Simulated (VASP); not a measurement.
Consider the following.

```yaml
crystal:
  lattice:
    - [4.18184, 0.00000, 0.00000]
    - [-2.09092, 3.62158, 0.00000]
    - [0.00000, 0.00000, 6.80895]
  atoms:
    - { symbol: Mg, position: [0.00000, 0.00000, 0.50000] }
    - { symbol: Mg, position: [0.00000, 0.00000, 0.00000] }
    - { symbol: Te, position: [0.33333, 0.66667, 0.25000] }
    - { symbol: Te, position: [0.66667, 0.33333, 0.75000] }
```

Method: PBEsol GGA, VASP's PBE PAW potentials (set 64) (plane waves; VASP 6.6.1). Settings: 400 eV cut-off, 11×11×6 Γ-centred mesh, Gaussian smearing of 0.010 eV, potentials Mg Te.

**Question.** Estimate the energy per atom (σ→0).

**Answer.** 
The energy per atom (σ→0) is -3.466 eV/atom.

Total energies compare only between runs with the same potentials, cut-off and functional.

The structure comes from a computed database's MgTe entry (P6_3/mmc); how it stands against other phases isn't given here. It was relaxed first.
